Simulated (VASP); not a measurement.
Data:

```yaml
crystal:
  lattice:
    - [0.00000, 3.30524, 3.26031]
    - [3.25909, 0.00000, 3.26031]
    - [3.25909, 3.30524, 0.00000]
  atoms:
    - { symbol: Na, position: [0.25000, 0.25000, 0.25000] }
    - { symbol: Na, position: [0.75000, 0.75000, 0.75000] }
    - { symbol: S, position: [0.98866, 0.01134, 0.01134] }
```

Level of theory: PBE GGA, VASP's PBE PAW potentials (set 64) (plane waves; VASP). Run with 400 eV cut-off, 7×7×7 Monkhorst-Pack mesh, Gaussian smearing of 0.050 eV, potentials Na_pv S.

Give the force on each atom (eV/Å).

```csv
atom,Fx,Fy,Fz
Na1,0.104,0.000,0.000
Na2,0.104,0.000,0.000
S3,-0.207,0.000,0.000
```

Give the stress tensor in GPa (positive for a compressed cell).

```
 0.27   0.00   0.00
 0.00  -0.22   0.00
 0.00   0.00   0.31
```
The pressure is its mean diagonal, 0.12 GPa.

The compound is Na2S in the antifluorite structure. The cell was not relaxed at this level, atoms are displaced from their ideal sites. The run is one of a series of settings (KPOINTS 7×7×7 Monkhorst-Pack mesh against the base run), some of them coarse on purpose.
